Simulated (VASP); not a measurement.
The input files of a VASP run:

INCAR:
```
LREAL=.FALSE.   # projection in real space or not
GGA=PE   # PBE
PREC=Accurate
LORBIT=11   # lm-projected
ENCUT=520   # plane-wave cut-off (eV)
ISMEAR=-5   # tetrahedra, Bloechl
LWAVE=.FALSE.
LCHARG=.TRUE.
IVDW=11
EDIFF=1E-7   # SCF stop (eV)
NELM=100   # most electronic steps
ISIF=2   # forces and stress, cell fixed
NEDOS=601
LASPH=.TRUE.
ALGO=Normal
SYSTEM=BeS
```

**KPOINTS**
```
Automatic mesh
0
Gamma
11 11 11
0 0 0
```

### POSCAR
```
BeS
1.0
  0.0000000000   2.4216491349   2.4216491349
  2.4216491349   0.0000000000   2.4216491349
  2.4216491349   2.4216491349   0.0000000000
Be S
1 1
Direct
  0.0000000000   0.0000000000   0.0000000000
  0.2500000000   0.2500000000   0.2500000000
```

POTCAR, in this order: Be S (PBE.64 set). Program: vasp_std.

Problem. Translate this PBE-D3 (zero damping) calculation to Quantum ESPRESSO's pw.x.

Solution. One equivalent input (not run):
```
&CONTROL
  calculation = 'scf'
  pseudo_dir = './pseudo'
  outdir = './out'
  tprnfor = .true.
  tstress = .true.
/
&SYSTEM
  ibrav = 0
  nat = 2
  ntyp = 2
  ecutwfc = 88
  occupations = 'tetrahedra'
  input_dft = 'pbe'
  vdw_corr = 'grimme-d3'
  dftd3_version = 3
  dftd3_threebody = .false.
/
&ELECTRONS
  conv_thr = 7.3e-09
  electron_maxstep = 100
/
ATOMIC_SPECIES
  Be 9.012 Be.upf
  S 32.060 S.upf
CELL_PARAMETERS angstrom
     0.0000000    2.4216491    2.4216491
     2.4216491   -0.0000000    2.4216491
     2.4216491    2.4216491   -0.0000000
ATOMIC_POSITIONS crystal
  Be   0.0000000  0.0000000  0.0000000
  S    0.2500000  0.2500000  0.2500000
K_POINTS automatic
  11 11 11 0 0 0
```
Limits of the translation: the potentials are each code's own (VASP's PAW set, PseudoDojo norm-conserving files in pw.x), so ENCUT and ecutwfc are chosen apart and not converted; conv_thr bounds pw.x's estimated SCF error, while EDIFF bounds the energy change between steps.

The compound is BeS in the zinc blende structure. It was relaxed first.
